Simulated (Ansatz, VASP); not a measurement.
# One calculation of Sn4F, two programs

INCAR

```
SYSTEM = Sn4F
PREC = Accurate ; ENCUT = 600
EDIFF = 1E-7 ; ISMEAR = 0
SIGMA = 0.1 ; LREAL = .FALSE.
LASPH = .TRUE. ; NELM = 100
ALGO = Normal ; ISIF = 3
LWAVE = .FALSE. ; LCHARG = .FALSE.
GGA = PE ; IBRION = 2
NSW = 100 ; EDIFFG = -0.01
```

Contents of KPOINTS:

```
Automatic mesh
0
G
  8 8 8
  0 0 0
```

The input POSCAR:

```
Sn4F
1.0
    5.0291923142      0.0000000000      0.0000000000
    0.0000000000      5.0291923142      0.0000000000
    0.0000000000      0.0000000000      5.0291923142
Sn F
4 1
Direct
    0.0000000000      0.5000000000      0.5000000000
    0.5000000000      0.0000000000      0.5000000000
    0.5000000000      0.5000000000      0.0000000000
    0.0000000000      0.0000000000      0.0000000000
    0.5000000000      0.5000000000      0.5000000000
```

Input for Ansatz:

```yaml
crystal:
  lattice:
    - [5.0291923142, 0.0, 0.0]
    - [0.0, 5.0291923142, 0.0]
    - [0.0, 0.0, 5.0291923142]
  atoms:
    - { symbol: Sn, position: [0.0, 0.5, 0.5] }
    - { symbol: Sn, position: [0.5, 0.0, 0.5] }
    - { symbol: Sn, position: [0.5, 0.5, 0.0] }
    - { symbol: Sn, position: [0.0, 0.0, 0.0] }
    - { symbol: F, position: [0.5, 0.5, 0.5] }
basis:
  ecutwfc: 420
kpoints:
  mp_grid: { grid: [8, 8, 8] }
hamiltonian:
  xc: pbe
scf:
  occupations: { method: gaussian, width: 0.1 }
output:
  forces: true
  stress: true
  eigenvalues: true
  write_density: true
  write_potential: true
  elf: true
  volumetric_format: npy
relax:
  adjacent_minimum: "off"
  f_tol: 0.01
  max_steps: 80
  cell: { stress_tol: 0.05 }
```

Alike in both runs: task relaxation of cell and atoms; functional PBE; k mesh 8 × 8 × 8; occupations gaussian, width 0.1 eV; no spin polarisation.

|  | VASP | Ansatz |
| --- | --- | --- |
| version | VASP 6.6.1 | Ansatz 0.2.0 |
| potentials or method | VASP PAW PBE potentials, release 64 (Sn_d, F) | scalar-relativistic, plane waves, PAW |
| plane-wave cutoff (eV) | 600 | 420 |
| valence electrons in the cell | 63 | 63 |

|  | VASP | Ansatz | Ansatz less VASP |
| --- | --- | --- | --- |
| gap on the k mesh at the Fermi level, each at its own relaxed structure (eV) | none | none | - |
| relaxed volume (Å³/atom) | 25.89 | 25.90 | +0.018 |
| relaxed cell length with the largest relative difference (Å) | 5.058 | 5.060 | +0.0012 |
| energy change over the relaxation (meV/atom) | -1 | -1 | -0.1 |

A gap of «none» marks a metal or a gap that the smearing closes.

Caveats: an odd number of electrons without spin polarisation forces a metal; a magnetic or distorted state may lie lower.
